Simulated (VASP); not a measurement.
VASP input:

**INCAR**
```
ALGO = Normal
EDIFF = 1E-6
EDIFFG = -0.01
ENCUT = 400
GGA = PS
IBRION = 2
ISIF = 3
ISMEAR = 1
LASPH = .True.
LCHARG = .False.
LMAXMIX = 6
LREAL = .False.
LWAVE = .False.
NELM = 100
NSW = 60
PREC = Accurate
SIGMA = 0.1
SYSTEM = TaSi
```

POSCAR:
```
TaSi
1.0
  3.1330430000   0.0000000000   0.0000000000
  0.0000000000   3.1330430000   0.0000000000
  0.0000000000   0.0000000000   3.1330430000
Ta Si
1 1
Cartesian
  0.0000000000   0.0000000000   0.0000000000
  1.5665215000   1.5665215000   1.5665215000
```

File KPOINTS:
```
Automatic
0
G
11 11 11
0 0 0
```

POTCAR, in this order: Ta_pv Si (PBE.64 set). Program: vasp_std.

**Question.** Translate this PBEsol calculation to Ansatz.

**Answer.** One equivalent input (not run):
Ansatz 0.2 input:
```yaml
crystal:
  lattice:
    - [3.1330430, 0.0000000, 0.0000000]
    - [0.0000000, 3.1330430, 0.0000000]
    - [0.0000000, 0.0000000, 3.1330430]
  atoms:
    - { symbol: Ta, position: [0.0000000, 0.0000000, 0.0000000] }
    - { symbol: Si, position: [0.5000000, 0.5000000, 0.5000000] }
kpoints:
  mp_grid: { grid: [11, 11, 11] }
hamiltonian:
  xc: pbesol
  pseudopotentials: { kind: paw }
scf:
  occupations: { method: methfessel_paxton, width: 0.1 }
  max_iter: 100
relax:
  max_steps: 60
  f_tol: 0.01
  cell: {}
output: { forces: true, stress: true, eigenvalues: true }
```
The two are equivalent in intent, not identical: each code has its own PAW files, so the cut-off isn't converted (ENCUT is set for VASP's; basis.ecutwfc is left out, and Ansatz then takes the one that its files recommend); Ansatz stops its SCF on the density residual and VASP on the energy change (EDIFF).

The structure was generated: TaSi was put into the CsCl type (Pm-3m), which need not be its known phase. This run relaxes it. Symmetry was kept, so distortions that lower it aren't found.
